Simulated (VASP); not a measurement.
Calculation: PBE GGA, VASP's PBE PAW potentials (set 64) (plane waves; VASP).

VASP input:

### KPOINTS
```
Regular mesh
0
G
 11 11 11
0 0 0
```

### INCAR
```
# general
SYSTEM   =  FeO
PREC     =  Accurate
ENCUT    =  400
LREAL    =  .FALSE.   # projection in real space or not
LASPH    =  .TRUE.

# electronic loop
EDIFF    =  1E-6   # SCF stop (eV)
NELM     =  100
ALGO     =  Normal   # blocked Davidson
LMAXMIX  =  4

# smearing
ISMEAR   =  0
SIGMA    =  0.2   # width (eV)

# functional
GGA      =  PE   # PBE

# spin
ISPIN    =  2   # spin-polarised
MAGMOM   =  0.0 4.0

# ions
ISIF     =  2   # forces and stress, cell fixed

# output
LWAVE    =  .FALSE.
LCHARG   =  .FALSE.
LORBIT   =  11   # lm-projected
```

**POSCAR**
```
FeO
1
    0.0000000000     2.1156800000     2.1156800000
    2.1156800000     0.0000000000     2.1156800000
    2.1156800000     2.1156800000     0.0000000000
O Fe
1 1
Direct
  0.0000000000   0.0000000000   0.0000000000
  0.5000000000   0.5000000000   0.5000000000
```

POTCAR, in this order: O Fe (PBE.64 set). Program: vasp_std.

Output of the run:

### OUTCAR
```
 ion  position               nearest neighbor table
   1  0.000  0.000  0.000-   2 2.12   2 2.12   2 2.12   2 2.12   2 2.12   2 2.12
   2  0.500  0.500  0.500-   1 2.12   1 2.12   1 2.12   1 2.12   1 2.12   1 2.12
  LATTYP: Found a face centered cubic cell.
 ALAT       =     4.2313600000
 Subroutine PRICEL returns:
 Original cell was already a primitive cell.
 Subroutine GETGRP returns: Found 48 space group operations
The static configuration has the point symmetry O_h .
The dynamic configuration has the point symmetry O_h .
The overall configuration has the point symmetry O_h .
 Subroutine INISYM returns: Found 48 space group operations
 Subroutine IBZKPT returns following result:
 Found     56 irreducible k-points:

 Following reciprocal coordinates:
            Coordinates               Weight
  0.000000  0.000000  0.000000      1.000000
  0.090909  0.000000  0.000000      8.000000
  0.181818  0.000000  0.000000      8.000000
  0.272727  0.000000  0.000000      8.000000
  0.363636  0.000000  0.000000      8.000000
  0.454545  0.000000  0.000000      8.000000
  0.090909  0.090909  0.000000      6.000000
  0.181818  0.090909  0.000000     24.000000
  0.272727  0.090909  0.000000     24.000000
  0.363636  0.090909  0.000000     24.000000
  0.454545  0.090909  0.000000     24.000000
 -0.454545  0.090909  0.000000     24.000000
 -0.363636  0.090909  0.000000     24.000000
 -0.272727  0.090909  0.000000     24.000000
 -0.181818  0.090909  0.000000     24.000000
 -0.090909  0.090909  0.000000     12.000000
  0.181818  0.181818  0.000000      6.000000
  0.272727  0.181818  0.000000     24.000000
  0.363636  0.181818  0.000000     24.000000
  0.454545  0.181818  0.000000     24.000000
 -0.454545  0.181818  0.000000     24.000000
 -0.363636  0.181818  0.000000     24.000000
 -0.272727  0.181818  0.000000     24.000000
 -0.181818  0.181818  0.000000     12.000000
  0.272727  0.272727  0.000000      6.000000
  0.363636  0.272727  0.000000     24.000000
  0.454545  0.272727  0.000000     24.000000
 -0.454545  0.272727  0.000000     24.000000
 -0.363636  0.272727  0.000000     24.000000
 -0.272727  0.272727  0.000000     12.000000
  0.363636  0.363636  0.000000      6.000000
  0.454545  0.363636  0.000000     24.000000
 -0.454545  0.363636  0.000000     24.000000
 -0.363636  0.363636  0.000000     12.000000
  0.454545  0.454545  0.000000      6.000000
 -0.454545  0.454545  0.000000     12.000000
  0.272727  0.181818  0.090909     24.000000
  0.363636  0.181818  0.090909     48.000000
  0.454545  0.181818  0.090909     48.000000
 -0.454545  0.181818  0.090909     48.000000
   k-points           NKPTS =     56   k-points in BZ     NKDIM =     56   number of bands    NBANDS=     13
   number of dos      NEDOS =    301   number of ions     NIONS =      2
   total plane-waves  NPLWV =   8000
   dimension x,y,z NGX =    20 NGY =   20 NGZ =   20
   dimension x,y,z NGXF=    40 NGYF=   40 NGZF=   40
   ions per type =               1   1
   PREC   = accura    normal or accurate (medium, high low for compatibility)
   ISTART =      0    job   : 0-new  1-cont  2-samecut
   ICHARG =      2    charge: 1-file 2-atom 10-const
   ISPIN  =      2    spin polarized calculation?
   LNONCOLLINEAR =      F non collinear calculations
   LSORBIT =      F    spin-orbit coupling
   INIWAV =      1    electr: 0-lowe 1-rand  2-diag
   ENCUT  =  400.0 eV  29.40 Ry    5.42 a.u.   4.88  4.88  4.88*2*pi/ulx,y,z
   NELM   =    100;   NELMIN=  2; NELMDL= -5     # of ELM steps
   EDIFF  = 0.1E-05   stopping-criterion for ELM
   LREAL  =      F    real-space projection
   NLSPLINE    = F    spline interpolate recip. space projectors
...
```

### OSZICAR
```
       N       E                     dE             d eps       ncg     rms          rms(c)
DAV:   1     0.574179212675E+02    0.57418E+02   -0.58037E+03  2976   0.107E+03
DAV:   2    -0.138519947596E+02   -0.71270E+02   -0.61420E+02  3075   0.218E+02
DAV:   3    -0.175439461033E+02   -0.36920E+01   -0.35945E+01  3342   0.561E+01
DAV:   4    -0.175743690050E+02   -0.30423E-01   -0.30406E-01  3222   0.500E+00
DAV:   5    -0.175746099048E+02   -0.24090E-03   -0.24090E-03  3292   0.481E-01    0.167E+01
DAV:   6    -0.154451217718E+02    0.21295E+01   -0.19202E+01  3588   0.739E+01    0.183E+01
DAV:   7    -0.149377942448E+02    0.50733E+00   -0.31480E+00  3655   0.424E+01    0.977E+00
DAV:   8    -0.149401804791E+02   -0.23862E-02   -0.17180E-01  3411   0.578E+00    0.576E+00
DAV:   9    -0.149160351007E+02    0.24145E-01   -0.85241E-02  4513   0.569E+00    0.146E+00
DAV:  10    -0.149206298393E+02   -0.45947E-02   -0.19748E-02  4110   0.334E+00    0.232E-01
DAV:  11    -0.149203394971E+02    0.29034E-03   -0.45172E-03  4293   0.104E+00    0.103E-01
DAV:  12    -0.149203733124E+02   -0.33815E-04   -0.18815E-04  3510   0.178E-01    0.500E-02
DAV:  13    -0.149203880972E+02   -0.14785E-04   -0.51048E-05  3764   0.957E-02    0.192E-02
DAV:  14    -0.149203884797E+02   -0.38248E-06   -0.70486E-06  3652   0.318E-02
   1 F= -.14920388E+02 E0= -.14906991E+02  d E =-.267943E-01  mag=     3.9909
```

File OUTCAR:
```
------------------------ aborting loop because EDIFF is reached ----------------------------------------
  FORCE on cell =-STRESS in cart. coord.  units (eV):
  Direction    XX          YY          ZZ          XY          YZ          ZX
  --------------------------------------------------------------------------------------
  Total        0.6967274      0.6967274      0.6967274     -0.0000000      0.0000000      0.0000000
  in kB       58.9377473     58.9377473     58.9377473     -0.0000000      0.0000000      0.0000000
  external PRESSURE =      58.9377473 kB  Pullay stress =       0.0000000 kB
  volume of cell :       18.94
      direct lattice vectors                 reciprocal lattice vectors
     0.000000000  2.115680000  2.115680000    -0.236330636  0.236330636  0.236330636
     2.115680000  0.000000000  2.115680000     0.236330636 -0.236330636  0.236330636
     2.115680000  2.115680000  0.000000000     0.236330636  0.236330636 -0.236330636
 POSITION                                       TOTAL-FORCE (eV/Angst)
 -----------------------------------------------------------------------------------
      0.00000      0.00000      0.00000        -0.000000     -0.000000     -0.000000
      2.11568      2.11568      2.11568         0.000000      0.000000      0.000000
 -----------------------------------------------------------------------------------
    total drift:                                0.000000     -0.000000      0.000000
  FREE ENERGIE OF THE ION-ELECTRON SYSTEM (eV)
  ---------------------------------------------------
  free  energy   TOTEN  =       -14.9203884797 eV

  energy  without entropy=      -14.8935942043  energy(sigma->0) =      -14.90699134

 total charge

# of ion       s       p       d       tot
------------------------------------------
    1        1.582   3.482   0.000   5.064
    2        0.304   0.398   6.127   6.828
--------------------------------------------------
tot          1.886   3.879   6.127  11.892

 magnetization (x)

# of ion       s       p       d       tot
------------------------------------------
    1        0.033   0.279   0.000   0.312
    2        0.027   0.023   3.554   3.604
--------------------------------------------------
tot          0.060   0.302   3.554   3.916
```
(Selected blocks of OUTCAR.)

### OUTCAR
```
 val. band max:        6.8118550410   @ k =  -0.2727   0.3636   0.0909

 cond. band min:       6.8177361831   @ k =  -0.3636   0.2727   0.0909


 Fermi energy:         6.8132965994

 spin component 1

 k-point     1 :       0.0000    0.0000    0.0000
  band No.  band energies     occupation
      1     -14.3744      1.00000
      2       2.8169      1.00000
      3       2.8169      1.00000
      4       2.8169      1.00000
      5       2.8927      1.00000
      6       2.8927      1.00000
      7       2.8927      1.00000
      8       3.1399      1.00000
      9       3.1399      1.00000
     10       7.2289      0.00165
     11      22.4866      0.00000
     12      24.3373      0.00000
     13      24.3373      0.00000

 k-point     2 :       0.0909    0.0000    0.0000
  band No.  band energies     occupation
      1     -14.2847      1.00000
      2       1.9000      1.00000
      3       2.0333      1.00000
      4       2.0333      1.00000
      5       2.9849      1.00000
      6       2.9849      1.00000
      7       3.2838      1.00000
      8       3.9371      1.00000
      9       3.9371      1.00000
     10       7.8034      0.00000
     11      21.1643      0.00000
     12      24.1037      0.00000
     13      24.1037      0.00000

 k-point     3 :       0.1818    0.0000    0.0000
  band No.  band energies     occupation
      1     -14.0327      1.00000
      2       0.5921      1.00000
      3       1.2312      1.00000
      4       1.2312      1.00000
      5       3.1639      1.00000
      6       3.1639      1.00000
      7       3.5364      1.00000
      8       4.8567      1.00000
      9       4.8567      1.00000
     10       9.0019      0.00000
     11      19.1483      0.00000
     12      23.1285      0.00000
     13      23.1286      0.00000

 k-point     4 :       0.2727    0.0000    0.0000
  band No.  band energies     occupation
      1     -13.6804      1.00000
...
```

At this cut-off the stress carries a Pulay error, which pulls relaxed volumes low. The moments were started parallel, and other spin orders were not tried in this run.

The structure was generated: FeO was put into an ordered model structure, which need not be its known phase. The cell was not relaxed at this level.
